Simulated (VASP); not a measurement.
A convergence study with VASP on Mo (space group Im-3m): a few settings are varied, all else stays as given below, so the limit is that of these other settings.

```
CELL_PARAMETERS angstrom
     -1.56713     1.56713     1.56713
      1.56713    -1.56713     1.56713
      1.56713     1.56713    -1.56713
ATOMIC_POSITIONS crystal
  Mo 0.00000 0.00000 0.00000
```

These are LDA (Ceperley-Alder, Perdew-Zunger), VASP's LDA PAW potentials (set 64) (plane waves; VASP) values and carry that method's errors. The last row used: 300 eV cut-off, 21×21×21 Γ-centred mesh shifted by (0.5, 0.5, 0.5), Fermi-Dirac smearing of 0.10 eV, potentials Mo_sv.

```json
[
 {"setting": "3×3×3 mesh", "E (eV/atom)": "-11.9097", "pressure (GPa)": "1.35", "irreducible k-points": "4"},
 {"setting": "4×4×4 mesh", "E (eV/atom)": "-12.3332", "pressure (GPa)": "-8.52", "irreducible k-points": "6"},
 {"setting": "5×5×5 mesh", "E (eV/atom)": "-12.0103", "pressure (GPa)": "-1.90", "irreducible k-points": "10"},
 {"setting": "6×6×6 mesh", "E (eV/atom)": "-12.0957", "pressure (GPa)": "-5.21", "irreducible k-points": "14"},
 {"setting": "7×7×7 mesh", "E (eV/atom)": "-12.1080", "pressure (GPa)": "-5.40", "irreducible k-points": "20"},
 {"setting": "8×8×8 mesh", "E (eV/atom)": "-12.1252", "pressure (GPa)": "-5.43", "irreducible k-points": "26"},
 {"setting": "9×9×9 mesh", "E (eV/atom)": "-12.1172", "pressure (GPa)": "-5.37", "irreducible k-points": "35"},
 {"setting": "10×10×10 mesh", "E (eV/atom)": "-12.1458", "pressure (GPa)": "-5.98", "irreducible k-points": "44"},
 {"setting": "11×11×11 mesh", "E (eV/atom)": "-12.1467", "pressure (GPa)": "-5.62", "irreducible k-points": "56"},
 {"setting": "13×13×13 mesh", "E (eV/atom)": "-12.1199", "pressure (GPa)": "-5.43", "irreducible k-points": "84"},
 {"setting": "14×14×14 mesh", "E (eV/atom)": "-12.1380", "pressure (GPa)": "-5.85", "irreducible k-points": "100"},
 {"setting": "15×15×15 mesh", "E (eV/atom)": "-12.1335", "pressure (GPa)": "-5.72", "irreducible k-points": "120"},
 {"setting": "17×17×17 mesh", "E (eV/atom)": "-12.1311", "pressure (GPa)": "-5.63", "irreducible k-points": "165"},
 {"setting": "19×19×19 mesh", "E (eV/atom)": "-12.1300", "pressure (GPa)": "-5.48", "irreducible k-points": "220"},
 {"setting": "21×21×21 mesh", "E (eV/atom)": "-12.1319", "pressure (GPa)": "-5.63", "irreducible k-points": "286"}
]
```

Left out are rungs that failed or repeat a setting and relaxations that didn't move; long series are thinned to 24 rows.

The structure is a typed Mo crystal (space group no. 229). The cell was not relaxed at this level.
